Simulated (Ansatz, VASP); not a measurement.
# YSc (YSc in the Bh ordering) in two plane-wave programs, part 2 of 2

Aim: how closely do two programs agree when they are given the same cell, functional and k mesh? The cell is generated by rule, not measured, and may not be a known phase. The cell is taken from a series of runs on this material, whose earlier steps may have relaxed, scaled, displaced or heated it; both programs get it as it stands.

VASP 6.6.1 and Ansatz 0.2.0.

So far: Starting point; Ansatz: zone-centre phonons, PBEsol.

## 3. VASP: zone-centre phonons, PBEsol

Level of this step: PBEsol; plane waves and PAW (Sc_sv, Y_sv); invented cell (VASP).

The same cell, functional, mesh and smearing now go to VASP, with its own data sets.

Lines of VASP's logs that name or quote its potential files are left out, and so is its time.

INCAR

```
SYSTEM = YSc
PREC = Accurate
ENCUT = 500
EDIFF = 1E-08
NELM = 120
ISMEAR = 1
SIGMA = 0.2
LREAL = .FALSE.
ALGO = Normal
GGA = PS
NBANDS = 17
LASPH = .TRUE.
LORBIT = 11
LWAVE = .FALSE.
LCHARG = .FALSE.
ISIF = 2
IBRION = 8
GGA_COMPAT = .FALSE.
KPAR = 2
```

POSCAR

```
YSc
1.0
    3.4494148025      0.0000028856      0.0000000000
   -1.7247099003      2.9872794043      0.0000000000
    0.0000000000      0.0000000000      5.3145291156
Sc Y
1 1
Direct
    0.3333333333      0.6666666667      0.2500000000
    0.6666666667      0.3333333333      0.7500000000
```

KPOINTS

```
Automatic mesh
0
Gamma
6 6 4
0 0 0
```

Potentials, in the order of the species: Sc_sv and Y_sv (PBE family, release 64).

Run with:

```sh
mpirun -np 2 vasp_std
```

Numbers of over 12 decimals in the logs are rounded to 6 here.

What it wrote:

```text
[banner, memory and clock lines left out]
running    2 mpi-ranks, on    1 nodes
 distrk:  each k-point on    1 cores,    2 groups
 distr:  one band on    1 cores,    1 groups

 POSCAR found type information on POSCAR ScY
 POSCAR found :  2 types and       2 ions
|                                                                             |
|               ----> ADVICE to this user running VASP <----                  |
|                                                                             |
|     You enforced a specific xc type in the INCAR file but a different       |
|     [... a line on the potential file left out ...]
|     I HOPE YOU KNOW WHAT YOU ARE DOING!                                     |
|                                                                             |

 LDA part: xc-table for (Slater+PW92), standard interpolation
 POSCAR, INCAR and KPOINTS ok, starting setup
 FFT: planning ... GRIDC
 FFT: planning ... GRID_SOFT
 FFT: planning ... GRID
 WAVECAR not read
 entering main loop
       N       E                     dE             d eps       ncg     rms          rms(c)
DAV:   1     0.205226097952E+03    0.20523E+03   -0.11317E+04   714   0.128E+03
DAV:   2    -0.146789537999E+01   -0.20669E+03   -0.20434E+03   730   0.399E+02
DAV:   3    -0.138265476205E+02   -0.12359E+02   -0.12191E+02  1290   0.877E+01
DAV:   4    -0.144966574779E+02   -0.67011E+00   -0.66811E+00   954   0.148E+01
DAV:   5    -0.145255564502E+02   -0.28899E-01   -0.28888E-01  1186   0.288E+00    0.305E+01
DAV:   6    -0.136493600866E+02    0.87620E+00   -0.80271E+00  1084   0.182E+01    0.107E+01
DAV:   7    -0.135805555535E+02    0.68805E-01   -0.63146E+00  1074   0.869E+00    0.131E+01
DAV:   8    -0.133516847408E+02    0.22887E+00   -0.17579E+00  1083   0.808E+00    0.236E+00
DAV:   9    -0.133576503705E+02   -0.59656E-02   -0.20059E-01  1021   0.403E+00    0.855E-01
DAV:  10    -0.133449019866E+02    0.12748E-01   -0.10848E-01  1067   0.178E+00    0.155E-01
DAV:  11    -0.133449028731E+02   -0.88649E-06   -0.34139E-03  1152   0.329E-01    0.785E-02
DAV:  12    -0.133448232318E+02    0.79641E-04   -0.84585E-04  1081   0.170E-01    0.252E-02
DAV:  13    -0.133448186430E+02    0.45888E-05   -0.69990E-05  1080   0.579E-02    0.425E-03
DAV:  14    -0.133448184109E+02    0.23206E-06   -0.21883E-06  1106   0.139E-02    0.238E-03
DAV:  15    -0.133448183568E+02    0.54168E-07   -0.17974E-07  1153   0.286E-03    0.189E-03
DAV:  16    -0.133448182758E+02    0.80967E-07   -0.22800E-08   770   0.103E-03    0.275E-04
DAV:  17    -0.133448182667E+02    0.90599E-08   -0.18987E-09   417   0.430E-04
   1 F= -.13344818E+02 E0= -.13342797E+02  d E =-.606324E-02
 Linear response reoptimize wavefunctions to high precision
DAV:   1    -0.133448182731E+02   -0.63610E-08   -0.48713E-10   448   0.283E-04
DAV:   2    -0.133448182731E+02   -0.33651E-10   -0.16426E-10   416   0.160E-04
 Linear response DOF=           4
 Linear response progress:
  Degree of freedom:   1/  4
       N       E                     dE             d eps       ncg     rms          rms(c)
RMM:   1    -0.752064374083E+00   -0.75206E+00   -0.65885E+01  2100   0.158E+02
RMM:   2    -0.747670680157E+00    0.43937E-02   -0.11222E-01  2742   0.319E+00    0.168E-01
RMM:   3    -0.747745174118E+00   -0.74494E-04   -0.25417E-02  3575   0.108E+00    0.543E-02
RMM:   4    -0.746560812734E+00    0.11844E-02   -0.20706E-03  4166   0.333E-01    0.290E-02
RMM:   5    -0.746487029435E+00    0.73783E-04   -0.40114E-04  4707   0.112E-01    0.126E-02
RMM:   6    -0.746640394700E+00   -0.15337E-03   -0.35203E-05  4466   0.390E-02    0.617E-03
RMM:   7    -0.746711342418E+00   -0.70948E-04   -0.10998E-05  4729   0.179E-02    0.358E-03
RMM:   8    -0.746744446229E+00   -0.33104E-04   -0.43755E-06  4914   0.731E-03    0.267E-03
RMM:   9    -0.746804913054E+00   -0.60467E-04   -0.27728E-06  4610   0.439E-03    0.423E-04
RMM:  10    -0.746809359505E+00   -0.44465E-05   -0.20635E-06  4781   0.277E-03    0.182E-04
RMM:  11    -0.746811722815E+00   -0.23633E-05   -0.18492E-06  4890   0.209E-03    0.114E-04
RMM:  12    -0.746810749425E+00    0.97339E-06   -0.20997E-06  4872   0.175E-03    0.950E-05
RMM:  13    -0.746810241686E+00    0.50774E-06   -0.30844E-06  4833   0.160E-03    0.575E-05
RMM:  14    -0.746810356686E+00   -0.11500E-06   -0.27567E-06  4850   0.149E-03    0.544E-05
[...]
RMM:  27    -0.746810730606E+00   -0.44072E-08   -0.16815E-07  4907   0.131E-03    0.140E-05
RMM:  28    -0.746810740235E+00   -0.96289E-08   -0.18324E-07  5093   0.130E-03    0.123E-05
RMM:  29    -0.746810746226E+00   -0.59912E-08   -0.19965E-07  4877   0.130E-03    0.108E-05
RMM:  30    -0.746810763095E+00   -0.16869E-07   -0.14753E-07  5136   0.130E-03    0.895E-06
RMM:  31    -0.746810769235E+00   -0.61405E-08   -0.17927E-07  5021   0.130E-03    0.681E-06
RMM:  32    -0.746810772634E+00   -0.33989E-08   -0.16960E-07  4956   0.130E-03    0.695E-06
RMM:  33    -0.746810772054E+00    0.58066E-09   -0.14205E-07  4864   0.130E-03    0.626E-06
RMM:  34    -0.746810773546E+00   -0.14929E-08   -0.13272E-07  4859   0.130E-03    0.703E-06
 first order change of Fermi-energy  -0.30159E-04
 force on displaced ion       1 direction 1 :  -1.311   0.001   0.000
 Linear response progress:
  Degree of freedom:   2/  4
       N       E                     dE             d eps       ncg     rms          rms(c)
RMM:   1    -0.805365112676E+00   -0.80537E+00   -0.66170E+01   885   0.160E+02
RMM:   2    -0.802769106103E+00    0.25960E-02   -0.11699E-01  1135   0.314E+00    0.277E-01
RMM:   3    -0.803410497631E+00   -0.64139E-03   -0.36209E-02  1408   0.110E+00    0.144E-01
RMM:   4    -0.801919230047E+00    0.14913E-02   -0.17933E-03  1514   0.323E-01    0.235E-02
RMM:   5    -0.801947223171E+00   -0.27993E-04   -0.31235E-04  1784   0.870E-02    0.202E-02
RMM:   6    -0.802048730750E+00   -0.10151E-03   -0.86823E-05  1692   0.427E-02    0.283E-03
RMM:   7    -0.802055605504E+00   -0.68748E-05   -0.31096E-05  1848   0.133E-02    0.217E-03
RMM:   8    -0.802067999214E+00   -0.12394E-04   -0.18998E-05  1825   0.630E-03    0.159E-03
RMM:   9    -0.802102129782E+00   -0.34131E-04   -0.10640E-05  1748   0.528E-03    0.495E-04
RMM:  10    -0.802094020907E+00    0.81089E-05   -0.51907E-06  1864   0.300E-03    0.233E-04
RMM:  11    -0.802094805177E+00   -0.78427E-06   -0.43710E-06  1904   0.216E-03    0.199E-04
RMM:  12    -0.802095015503E+00   -0.21033E-06   -0.12833E-06  1863   0.180E-03    0.146E-04
RMM:  13    -0.802095439990E+00   -0.42449E-06    0.16214E-07  1820   0.166E-03    0.513E-05
RMM:  14    -0.802095553076E+00   -0.11309E-06    0.14108E-06  1949   0.154E-03    0.370E-05
RMM:  15    -0.802095528136E+00    0.24940E-07    0.22626E-06  1933   0.149E-03    0.308E-05
RMM:  16    -0.802095579584E+00   -0.51447E-07    0.17703E-06  1894   0.144E-03    0.220E-05
RMM:  17    -0.802095616695E+00   -0.37112E-07    0.14621E-06  1847   0.143E-03    0.121E-05
RMM:  18    -0.802095602976E+00    0.13719E-07    0.12344E-06  1925   0.140E-03    0.535E-06
RMM:  19    -0.802095593130E+00    0.98459E-08    0.98333E-07  1936   0.139E-03    0.536E-06
RMM:  20    -0.802095597355E+00   -0.42253E-08    0.79249E-07  1910   0.138E-03    0.967E-06
RMM:  21    -0.802095598535E+00   -0.11797E-08    0.36333E-07  1906   0.137E-03    0.181E-05
RMM:  22    -0.802095592072E+00    0.64633E-08    0.43082E-08  1842   0.136E-03    0.211E-05
 first order change of Fermi-energy  -0.27612E-03
 force on displaced ion       1 direction 3 :   0.000   0.000  -4.438
 Linear response progress:
  Degree of freedom:   3/  4
       N       E                     dE             d eps       ncg     rms          rms(c)
RMM:   1    -0.265707074482E+00   -0.26571E+00    0.53105E+00  2246   0.104E+01
RMM:   2    -0.247945501148E+00    0.17762E-01   -0.20135E-01  3740   0.196E+00    0.207E-01
RMM:   3    -0.250107927418E+00   -0.21624E-02   -0.13776E-02  4326   0.487E-01    0.931E-02
RMM:   4    -0.251172824169E+00   -0.10649E-02   -0.39446E-03  4858   0.215E-01    0.264E-02
RMM:   5    -0.251199719793E+00   -0.26896E-04   -0.54613E-04  5041   0.832E-02    0.212E-02
RMM:   6    -0.250856800266E+00    0.34292E-03   -0.13860E-04  4887   0.407E-02    0.600E-03
RMM:   7    -0.250865549070E+00   -0.87488E-05   -0.44996E-05  4818   0.217E-02    0.205E-03
RMM:   8    -0.250866162075E+00   -0.61301E-06   -0.17379E-05  4991   0.119E-02    0.204E-03
RMM:   9    -0.250851904283E+00    0.14258E-04   -0.94099E-06  5054   0.750E-03    0.940E-04
RMM:  10    -0.250853003041E+00   -0.10988E-05   -0.55577E-06  5074   0.528E-03    0.311E-04
RMM:  11    -0.250851085720E+00    0.19173E-05   -0.53128E-06  4994   0.402E-03    0.130E-04
RMM:  12    -0.250851900679E+00   -0.81496E-06   -0.39398E-06  4966   0.342E-03    0.200E-04
RMM:  13    -0.250851811460E+00    0.89219E-07   -0.39300E-06  5042   0.295E-03    0.263E-04
RMM:  14    -0.250852908711E+00   -0.10973E-05   -0.33651E-06  4892   0.269E-03    0.443E-04
[...]
RMM:  37    -0.250840832293E+00    0.12632E-06   -0.42668E-07  5060   0.143E-03    0.459E-05
RMM:  38    -0.250840888390E+00   -0.56097E-07   -0.56234E-07  4966   0.142E-03    0.506E-05
RMM:  39    -0.250840883448E+00    0.49422E-08   -0.47149E-07  4864   0.141E-03    0.611E-05
RMM:  40    -0.250840897629E+00   -0.14181E-07   -0.52388E-07  4873   0.140E-03    0.669E-05
RMM:  41    -0.250840954230E+00   -0.56601E-07   -0.39172E-07  4990   0.139E-03    0.772E-05
RMM:  42    -0.250840903044E+00    0.51186E-07   -0.51033E-07  4960   0.139E-03    0.813E-05
RMM:  43    -0.250840907517E+00   -0.44732E-08   -0.38795E-07  5022   0.138E-03    0.884E-05
RMM:  44    -0.250840867541E+00    0.39976E-07   -0.52111E-07  5087   0.137E-03    0.911E-05
 first order change of Fermi-energy   0.95006E-04
 force on displaced ion       2 direction 1 :  -1.300  -0.002   0.000
 Linear response progress:
  Degree of freedom:   4/  4
       N       E                     dE             d eps       ncg     rms          rms(c)
RMM:   1    -0.317871079128E+00   -0.31787E+00    0.59542E+00   899   0.116E+01
RMM:   2    -0.304048920769E+00    0.13822E-01   -0.21945E-01  1387   0.203E+00    0.320E-01
RMM:   3    -0.307676184166E+00   -0.36273E-02   -0.14028E-02  1498   0.499E-01    0.141E-01
RMM:   4    -0.309204355206E+00   -0.15282E-02   -0.45928E-03  1728   0.237E-01    0.183E-02
RMM:   5    -0.309104441153E+00    0.99914E-04   -0.39445E-04  1832   0.773E-02    0.172E-02
RMM:   6    -0.308875610393E+00    0.22883E-03   -0.11973E-04  1858   0.351E-02    0.133E-02
RMM:   7    -0.308591386001E+00    0.28422E-03   -0.57469E-05  1810   0.209E-02    0.215E-03
RMM:   8    -0.308598068290E+00   -0.66823E-05   -0.38266E-05  1867   0.122E-02    0.196E-03
RMM:   9    -0.308595629546E+00    0.24387E-05   -0.29752E-05  1943   0.898E-03    0.163E-03
RMM:  10    -0.308566745242E+00    0.28884E-04   -0.23948E-05  1878   0.737E-03    0.663E-04
RMM:  11    -0.308566159926E+00    0.58532E-06   -0.19349E-05  1833   0.632E-03    0.275E-04
RMM:  12    -0.308569796254E+00   -0.36363E-05   -0.15637E-05  1958   0.540E-03    0.269E-04
RMM:  13    -0.308569583498E+00    0.21276E-06   -0.13084E-05  1910   0.492E-03    0.525E-04
RMM:  14    -0.308570001216E+00   -0.41772E-06   -0.98884E-06  1848   0.454E-03    0.531E-04
RMM:  15    -0.308569586955E+00    0.41426E-06   -0.78722E-06  1903   0.418E-03    0.525E-04
RMM:  16    -0.308569460855E+00    0.12610E-06   -0.65284E-06  1942   0.392E-03    0.611E-04
 first order change of Fermi-energy   0.27013E-03
 force on displaced ion       2 direction 3 :  -0.000  -0.000  -4.410
 Linear response finished
```

OUTCAR, selected parts (step 3):

```text
ion  position               nearest neighbor table
   1  0.333  0.667  0.250-   2 3.32   2 3.32   2 3.32   2 3.32   2 3.32   2 3.32
   2  0.667  0.333  0.750-   1 3.32   1 3.32   1 3.32   1 3.32   1 3.32   1 3.32

  LATTYP: Found a hexagonal cell.
 ALAT       =     3.4494148025
 C/A-ratio  =     1.5407045600

 Subroutine GETGRP returns: Found 12 space group operations
 (whereof  6 operations were pure point group operations)

The static configuration has the point symmetry C_3v.
 The point group associated with its full space group is D_3h.

 Found     21 irreducible k-points:

   k-points           NKPTS =     21   k-points in BZ     NKDIM =     21   number of bands    NBANDS=     17

   dimension x,y,z NGX =    28 NGY =   28 NGZ =   40
   dimension x,y,z NGXF=    56 NGYF=   56 NGZF=   80

   ENCUT  =  500.0 eV  36.75 Ry    6.06 a.u.   6.29  6.29  9.69*2*pi/ulx,y,z

   NELECT =      22.0000    total number of electrons

 k-points in reciprocal lattice and weights: Automatic mesh
   0.00000000  0.00000000  0.00000000       0.007
   0.16666667  0.00000000  0.00000000       0.042
   0.33333333  0.00000000  0.00000000       0.042
   0.50000000  0.00000000  0.00000000       0.021
   0.16666667  0.16666667  0.00000000       0.042
   0.33333333  0.16666667  0.00000000       0.083
   0.33333333  0.33333333  0.00000000       0.014
   0.00000000  0.00000000  0.25000000       0.014
   0.16666667  0.00000000  0.25000000       0.083
[...]
0.33333333  0.16666667  0.50000000       0.083
   0.33333333  0.33333333  0.50000000       0.014

 average (electrostatic) potential at core
       1 -47.4410       2 -36.6054

  Total        0.0339167      0.0339167      0.0055909     -0.0000000      0.0000000      0.0000000
  in kB        0.9922897      0.9922897      0.1635720     -0.0000000      0.0000000      0.0000000
  external PRESSURE =       0.7160505 kB  Pullay stress =       0.0000000 kB

  energy-cutoff  :      500.00
  volume of cell :       54.76
      direct lattice vectors                 reciprocal lattice vectors
     3.449414803  0.000002886  0.000000000     0.289904107  0.167376537  0.000000000
    -1.724709900  2.987279404  0.000000000    -0.000000280  0.334752590  0.000000000
     0.000000000  0.000000000  5.314529116     0.000000000  0.000000000  0.188163425

 POSITION                                       TOTAL-FORCE (eV/Angst)
 -----------------------------------------------------------------------------------
     -0.00000      1.99152      1.32863        -0.000000     -0.000000      0.000000
      1.72471      0.99576      3.98590         0.000000      0.000000      0.000000
 -----------------------------------------------------------------------------------
    total drift:                                0.000000     -0.000000      0.000000

 Eigenvectors and eigenvalues of the dynamical matrix
 ----------------------------------------------------

   1 f  =    6.020611 THz    37.828614 2PiTHz  200.825965 cm-1    24.899235 meV
             X         Y         Z           dx          dy          dz
     -0.000002  1.991521  1.328632     0.000000    0.000000    0.815833
      1.724707  0.995762  3.985897     0.000000    0.000000   -0.578288

   2 f  =    3.271507 THz    20.555487 2PiTHz  109.125742 cm-1    13.529862 meV
             X         Y         Z           dx          dy          dz
     -0.000002  1.991521  1.328632     0.765638   -0.282690    0.000000
      1.724707  0.995762  3.985897    -0.542059    0.200140    0.000000

   3 f  =    3.271507 THz    20.555487 2PiTHz  109.125742 cm-1    13.529862 meV
             X         Y         Z           dx          dy          dz
     -0.000002  1.991521  1.328632    -0.282690   -0.765638    0.000000
      1.724707  0.995762  3.985897     0.200140    0.542059    0.000000

   4 f/i=    0.006773 THz     0.042557 2PiTHz    0.225930 cm-1     0.028012 meV
             X         Y         Z           dx          dy          dz
     -0.000002  1.991521  1.328632     0.159726    0.555312    0.000000
      1.724707  0.995762  3.985897     0.225608    0.784358    0.000000

   5 f/i=    0.006773 THz     0.042557 2PiTHz    0.225930 cm-1     0.028012 meV
             X         Y         Z           dx          dy          dz
     -0.000002  1.991521  1.328632    -0.555312    0.159726    0.000000
      1.724707  0.995762  3.985897    -0.784358    0.225608    0.000000

   6 f/i=    0.009065 THz     0.056957 2PiTHz    0.302376 cm-1     0.037490 meV
             X         Y         Z           dx          dy          dz
     -0.000002  1.991521  1.328632     0.000000    0.000000   -0.578288
      1.724707  0.995762  3.985897     0.000000    0.000000   -0.815833

 ELASTIC MODULI CONTR FROM IONIC RELAXATION (kBar)
 Direction    XX          YY          ZZ          XY          YZ          ZX
 --------------------------------------------------------------------------------
 XX         -47.7208     47.7208     -0.0000      0.0000     -0.0000     -0.0000
 YY          47.7208    -47.7208      0.0000      0.0000      0.0000      0.0000
 ZZ          -0.0000      0.0000     -0.0000     -0.0000     -0.0000      0.0000
 XY           0.0000      0.0000     -0.0000    -47.7208     -0.0000     -0.0000
 YZ          -0.0000      0.0000     -0.0000     -0.0000     -0.0000      0.0000
 ZX          -0.0000      0.0000      0.0000     -0.0000      0.0000     -0.0000
 --------------------------------------------------------------------------------
```

## 4. Differences

Known differences besides the potentials themselves: VASP's run holds the zone centre alone; the cutoff is 420 eV in Ansatz and 500 eV in VASP; Ansatz makes its cores anew for this functional, VASP keeps those of its PBE data sets. Total energies have different zeros and are not compared.

The two programs side by side:

```
                  quantity  Ansatz   VASP  difference
optical mode 1 to 2 (cm⁻¹)   109.0  109.1     -0.08 %
     optical mode 3 (cm⁻¹)   198.7  200.8     -1.05 %
```

Modes are paired by rising frequency, not by their patterns, so a pair may set unlike modes beside each other; they are those without the splitting of longitudinal modes.

## 5. Summary of results

```
r.m.s. difference of the optical zone-centre modes, each program's sorted by frequency (zone-centre phonons, PBEsol) : 1.2 cm⁻¹
difference in optical mode 3 (zone-centre phonons, PBEsol)                                                           : -1.0 %
```

**Reading.** The r.m.s. difference of the optical zone-centre modes, each program's sorted by frequency is 1.2 cm⁻¹ (zone-centre phonons, PBEsol). Among the rows given in per cent, the largest difference of the zone-centre phonons, PBEsol pair is in optical mode 3, -1.0 %. Such differences can come from data sets, numerical settings and the points named under the comparisons, not from the functional's error against experiment.

[Lines on the potential files, build, host, timing and source positions are cut from VASP's logs without a mark.]

[Logs are printed without paths, hosts, clocks, repeated set-up lines and the standing remarks that a program may print on its own settings, such as how far it seeks lower states.]

[Hosts, paths, dates, database ids (printed as entryN), source tags and the programs' standing remarks are cut or masked in the printed files.]
